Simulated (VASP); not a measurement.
Crystal: WS2 (Tungstenite).

```
CELL_PARAMETERS angstrom
3.18000 0.00000 0.00000
-1.59000 2.75396 0.00000
0.00000 0.00000 12.50000
ATOMIC_POSITIONS crystal
W 0.33333 0.66667 0.25000
W 0.66667 0.33333 0.75000
S 0.33333 0.66667 0.62500
S 0.66667 0.33333 0.12500
S 0.33333 0.66667 0.87500
S 0.66667 0.33333 0.37500
```

```yaml
Program: VASP 6.6.1
Task: relaxation of cell and atoms
Functional: PBE
Potentials_or_basis: VASP PAW PBE potentials, release 64 (W, S)
Cutoff: 300 eV
k_mesh: 6 × 6 × 2
Occupations: gaussian, width 0.03 eV
Spin: no spin polarisation
```

At the start: pressure 1.1 GPa; volume 18.24 Å³/atom.

Where does the relaxation end?

Over 13 steps the energy falls by 4.5 meV/atom and the volume is 19.16 Å³/atom (+5.0 %); space group P6_3/mmc (No. 194, to 0.05 Å).

Step by step:
| step | energy change (eV) | largest force (eV/Å) | pressure (GPa) | volume (Å³) |
| --- | --- | --- | --- | --- |
| 1 | 0.0000 | 0.0766 | 1.08 | 109.47 |
| 2 | 0.0072 | 0.4394 | -2.25 | 111.43 |
| 3 | -0.0045 | 0.1247 | -0.23 | 110.21 |
| 4 | -0.0085 | 0.1268 | 0.09 | 110.27 |
| 5 | -0.0104 | 0.1294 | 0.45 | 110.32 |
| 6 | -0.0137 | 0.1125 | 0.37 | 110.75 |
| 7 | -0.0210 | 0.0587 | 0.17 | 112.06 |
| 8 | -0.0251 | 0.0545 | -0.14 | 114.69 |
| 9 | -0.0253 | 0.0369 | -0.10 | 114.26 |
| 10 | -0.0271 | 0.0209 | -0.19 | 115.05 |
| 11 | -0.0271 | 0.0210 | -0.17 | 115.07 |
| 12 | -0.0267 | 0.0596 | 0.49 | 114.74 |
| 13 | -0.0272 | 0.0022 | 0.01 | 114.97 |

Final structure:
```
W S
1.0
     3.17771    0.00000    0.00000
    -1.58885    2.75198    0.00000
     0.00000    0.00000   13.14728
W S
2 4
Direct
  0.33333 0.66667 0.25000
  0.66667 0.33333 0.75000
  0.33333 0.66667 0.63058
  0.66667 0.33333 0.13058
  0.33333 0.66667 0.86942
  0.66667 0.33333 0.36942
```

Caveat: the cutoff is under 1.25 times the usual one of these potentials, so pressure, stress and relaxed cells hold a basis-set (Pulay) error; this functional lacks dispersion, which binds the layers, so the pressure and a relaxed spacing across them are unreliable.
